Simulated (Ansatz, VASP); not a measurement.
# BiSb in two plane-wave programs, part 2 of 2

Wanted: the spread between two codes on one cell, functional and k mesh. The cell is generated by rule, not measured, and may not be a known phase. The cell is taken from a series of runs on this material, whose earlier steps may have relaxed, scaled, displaced or heated it; both programs get it as it stands.

VASP 6.6.1 and Ansatz 0.2.0.

So far: Starting point; VASP: zone-centre phonons, PBEsol.

The structure was built from a prototype and need not be the compound's stable phase.

### 3. Ansatz: zone-centre phonons, PBEsol

Level of this step: Ansatz beside VASP: Kohn-Sham DFT, plane waves, PBEsol (Ansatz).

Ansatz runs on its default PAW (the set named soft_2) files.

The same cell, functional, mesh and smearing now go to Ansatz, which takes its cutoff from its data sets.

input.yaml

```yaml
crystal:
  lattice:
    - [5.2973098133, 0.0, 0.0]
    - [-2.6486549066, 4.58760487, 0.0]
    - [0.0, 0.0, 6.6017445695]
  atoms:
    - { symbol: Sb, position: [0.3333333333, 0.6666666667, -0.0368223212] }
    - { symbol: Sb, position: [0.6666666667, 0.3333333333, 0.4631776788] }
    - { symbol: Bi, position: [0.3333333333, 0.6666666667, 0.4118223212] }
    - { symbol: Bi, position: [0.6666666667, 0.3333333333, 0.9118223212] }
kpoints:
  mp_grid: { grid: [10, 10, 6] }
hamiltonian:
  xc: pbesol
scf:
  occupations: { method: methfessel_paxton, width: 0.15 }
output:
  eigenvalues: true
phonons:
  method: dfpt
```

Command:

```console
$ ansatz run input.yaml --threads 4 --pin off --max-ram 7168MiB --backend cpu --events-out ev --progress --plain --runs-dir out
```

Numbers of over 12 decimals in the logs are rounded to 6 here.

What it wrote:

```text
Engine: ansatz 0.2.0, aarch64-unknown-linux-gnu
Pseudopotentials: kind: paw
Pseudopotential: Sb, paw, valence charge 15, recommended cutoff 420 eV (normal), Sb.paw.azcp
Pseudopotential: Bi, paw, valence charge 15, recommended cutoff 420 eV (normal), Bi.paw.azcp
Functional definition: PBEsol
  exchange = pbesol_x
  correlation = pbesol_c
Crystal: 4 atoms, lattice volume = 160.435 Å³
Basis set: ecut = 420 eV, 3089 PW (Γ), exchange–correlation on 72×72×96 points (8 copies of the dense FFT grid, shifted against one another)
Bands: 36, of which v1, the nominal top of the filled ones, is band 30 counted from 1 (29 counted from 0)
Symmetry: 12 space group operations
k-points: 172 of 600 (irreducible under 2 space group operations, time reversal used)
Non-local potential: Sb, projectors of the file, l = 0: 2, l = 1: 2, l = 2: 2, l = 3: 2
Non-local potential: Bi, projectors of the file, l = 0: 2, l = 1: 2, l = 2: 2, l = 3: 2
PAW form: soft (Blöchl's): semilocal exchange-correlation on the pseudo side does not see the compensation charge
PAW frozen core: Sb, regenerated for the run's functional, and the local potential with it (the file was generated under x = pbe(κ = 0.804, μ = 0.219515), c = pbe(β = 0.066725))
PAW frozen core: Bi, regenerated for the run's functional, and the local potential with it (the file was generated under x = pbe(κ = 0.804, μ = 0.219515), c = pbe(β = 0.066725))
PAW one-centre angular grid: Sb, 590 points (default); XC on 64 Gauss nodes
PAW one-centre angular grid: Bi, 590 points (default); XC on 64 Gauss nodes
Initial density: superposition of atomic densities (neutral atoms: chi_scale 0, normalization atom), corrected by the library's trained network
Initial wavefunctions: pseudopotential atomic-orbital guess
Functional: x = pbesol(κ = 0.804, μ = 0.123457), c = pbesol(β = 0.046)
SCF iter   1: F=—  HF=-37299.527348 eV  |F-HF|=—  |Δ(HF+E_count)|=         —  Δρ=2.18e-3  dr2=5.56e-3  ethr=1.77e-3  ⟨swp⟩=6.4  Hψ=25699  notcnv=0
preconditioner: auto → LDOS  [insulator: Δε(μ)=0.097 eV  Ē_g=7.736 eV  σ=0.150 eV  W_gap=0.50  n_scr=22 (ndim 8)  ℏωp=13.1 eV  f_vac=0.129  D(μ)=1.21/eV (n_scr^D=2)  ε∞_Penn≈3.9  β→1.0]
SCF iter   2: F=—  HF=-37299.524967 eV  |F-HF|=—  |Δ(HF+E_count)|=   2.38e-3  S|Δr|=    0.00e0  Δρ=6.17e-4  dr2=7.54e-4  ethr=9.26e-6  ⟨swp⟩=2.0  Hψ=12773  notcnv=0
SCF iter   3: F=—  HF=-37299.524708 eV  |F-HF|=—  |Δ(HF+E_count)|=   2.58e-4  S|Δr|=    0.00e0  Δρ=2.91e-4  dr2=1.54e-4  ethr=1.26e-6  ⟨swp⟩=2.0  Hψ=11255  notcnv=0
SCF iter   4: F=—  HF=-37299.524655 eV  |F-HF|=—  |Δ(HF+E_count)|=   5.29e-5  S|Δr|=    0.00e0  Δρ=6.18e-5  dr2=5.47e-6  ethr=2.57e-7  ⟨swp⟩=2.0  Hψ=9515  notcnv=0
SCF iter   5: F=—  HF=-37299.524656 eV  |F-HF|=—  |Δ(HF+E_count)|=   1.09e-6  S|Δr|=    0.00e0  Δρ=1.96e-5  dr2=8.25e-7  ethr=9.12e-9  ⟨swp⟩=2.0  Hψ=11305  notcnv=0
SCF iter   6: F=—  HF=-37299.524656 eV  |F-HF|=—  |Δ(HF+E_count)|=   1.61e-7  S|Δr|=    0.00e0  Δρ=6.12e-6  dr2=6.07e-8  ethr=1.37e-9  ⟨swp⟩=2.0  Hψ=11240  notcnv=0
SCF iter   7: F=—  HF=-37299.524656 eV  |F-HF|=—  |Δ(HF+E_count)|=   1.07e-8  S|Δr|=    0.00e0  Δρ=1.88e-6  dr2=7.41e-9  ethr=1.01e-10  ⟨swp⟩=2.0  Hψ=11270  notcnv=0
SCF iter   8: F=—  HF=-37299.524656 eV  |F-HF|=—  |Δ(HF+E_count)|=   1.88e-9  S|Δr|=    0.00e0  Δρ=3.60e-7  dr2=1.73e-10  ethr=1.24e-11  ⟨swp⟩=2.0  Hψ=11240  notcnv=0
SCF iter   9: F=-37299.524656 eV  HF=-37299.524656 eV  |F-HF|=2.91e-11  |Δ(HF+E_count)|=  2.33e-10  S|Δr|=    0.00e0  Δρ=5.50e-8  dr2=4.51e-12  ethr=1.00e-12  ⟨swp⟩=8.2  Hψ=35648  notcnv=0
SCF 1 converged in 9 iterations: F = -37299.524656 eV  dr2 = 4.51e-12
  greatest PAW one-centre occupation: 0.996 electrons in one spin orbital (limit 2), on the Sb atom at site 1 (counted from 0), in its partial waves of l = 2
DFPT response loops at Γ: preconditioner auto → Kerker (q_TF=auto, 2.316 Å⁻¹) (partly filled bands, converged f_vac=0.137); β = 1.00, the filter's whole step (`scf.mixing.beta` (0.50) is not read by the response loops under this deck's `scf.mixing.preconditioner`; to damp them name `kerker` or `kerker_dos`, under which they read `scf.mixing.beta`, and type it under 1.00, their step now; both keys bind the ground state too); Broyden in place of MSR1
SCF converged after 9 iterations
Stability not checked: this state was not tested for a lower state beside it, because cold or Methfessel-Paxton smearing, or corrected tetrahedra, fill the levels in a way that the test cannot read (fill_not_monotonic; see scf.lower_state_search)
Free energy (F): -37299.524656 eV
Harris-Foulkes:  -37299.524656 eV  (|F-HF|=2.91e-11)
Internal energy: -37299.526342 eV  (E = F + TS)
E sigma→0 (E₀):  -37299.525078 eV
Entropy (-TS):   0.001686 eV (0.422 meV/atom)
Fermi energy:    7.443440 eV
Step filling:    the computed levels leave a gap of 0.0000 eV = 0.0 smearing widths at the electron count; against every level under it full and every level over it empty, smearing changes F+E_penalty+E_count by +0.319 meV and its σ→0 estimate by -0.103 meV
--- Per-component energies (eV) ---
  E_band       = -710.980153
  E_kinetic    = 1019.305549
  E_local      = -7438.997575  (includes V_loc(G=0)·N_el)
  E_nonlocal   = 1851.169916
  E_hartree    = 2949.477352
  E_xc         = -574.607770
  E_vxc        = -480.179722  (∫ρ·V_xc dr)
  E_paw        = -30017.313893  (= ΣΔE_a)
  E_vpaw       = -1561.232111  (= ΣTr[D̂ρ^β])
  E_aug_tail   = -0.000928  (compensation charges beyond the density's cutoff)
  E_ewald      = -5089.402211
  E_core_change = 0.843218  (= ΣΔE_core)
  E_smearing   = 0.001686  (= −TS)
  E_closure    = 0.000000  (closes the sum)
  Σ components = -37299.524656   (vs F -37299.524656, Δ=0.00e0)
--- Band table (eV; the first three rows and the last of 172) ---
  k-point 0: bands = [... 26 lower, 3.9656, 5.6446, 5.6446, 5.6499, 7.4079, 7.4079, 9.4770, 9.4770, ... 2 higher]
  k-point 1: bands = [... 26 lower, 4.0476, 5.4750, 5.4750, 6.0357, 7.5249, 7.5249, 9.1112, 9.2607, ... 2 higher]
  k-point 2: bands = [... 26 lower, 4.2851, 5.0840, 5.0840, 6.4917, 7.8292, 7.8292, 8.0895, 8.7801, ... 2 higher]
  k-point 171: bands = [... 26 lower, 4.4527, 4.5371, 5.9560, 7.2250, 7.9633, 9.3376, 9.7702, 9.9953, ... 2 higher]
--- Phonons (Γ-DFPT): 4 representative perturbations + reference, on 172 of 600 k-points (Σ response iterations 12) ---
  k mesh reduced under 2 symmetry operations, with k and −k counted as one. Each operation leaves every solved perturbation unchanged. A smaller set is not used because it would not reduce the number of displacements times k-points to solve
  ASR residual: 7.256e-5 → 0.000e0 eV/Å²; symmetrization residual: 3.519e-5 eV/Å²
  ASR residual per site (eV/Å²): 8.97e-6 8.97e-6 7.26e-5 7.26e-5
  Γ frequencies (cm⁻¹): -10.39 -10.39 0.00 0.00 0.00 59.32 93.75 93.75 117.66 125.45 125.45 137.18
  non-analytic LO–TO correction: not included (Born effective charges unavailable; polar crystals: no LO–TO splitting at Γ)
```

### 4. Comparison

Known differences besides the potentials themselves: the data sets hold 60 valence electrons in Ansatz (on its default PAW (the set named soft_2) files) and 40 in VASP; the cutoff is 420 eV in Ansatz and 500 eV in VASP; Ansatz makes its cores anew for this functional, VASP keeps those of its PBE data sets. Total energies have different zeros and are not compared.

Both answers:

```tsv
quantity	Ansatz	VASP	difference
optical mode 1 to 2 (imaginary, printed as negative) (cm⁻¹)	-10.4	-11.9	+1.5
optical mode 3 (cm⁻¹)	59.3	60.5	-1.89 %
optical mode 4 to 5 (cm⁻¹)	93.8	93.9	-0.13 %
optical mode 6 (cm⁻¹)	117.7	118.4	-0.60 %
optical mode 7 to 8 (cm⁻¹)	125.5	126.1	-0.51 %
optical mode 9 (cm⁻¹)	137.2	138.2	-0.76 %
```

Modes are paired by rising frequency, not by their patterns, so a pair may set unlike modes beside each other; they are those without the splitting of longitudinal modes.

### 5. What came out

| Item | Value |
| --- | --- |
| r.m.s. difference of the optical zone-centre modes, each program's sorted by frequency (zone-centre phonons, PBEsol) | 0.97 cm⁻¹ |
| difference in optical mode 3 (zone-centre phonons, PBEsol) | -1.9 % |

What this shows: The r.m.s. difference of the optical zone-centre modes, each program's sorted by frequency is 0.97 cm⁻¹ (zone-centre phonons, PBEsol). The data sets hold unlike numbers of valence electrons (60 in Ansatz and 40 in VASP), so part of the differences comes from the potentials. Among the rows given in per cent, the largest difference of the zone-centre phonons, PBEsol pair is in optical mode 3, -1.9 %. How closely two codes agree says nothing of how well the functional describes the real material.

[Lines on the potential files, build, host, timing and source positions are cut from VASP's logs without a mark.]

[Logs are printed without paths, hosts, clocks, repeated set-up lines and the standing remarks that a program may print on its own settings, such as how far it seeks lower states.]

[Hosts, paths, dates, database ids (printed as entryN), source tags and the programs' standing remarks are cut or masked in the printed files.]
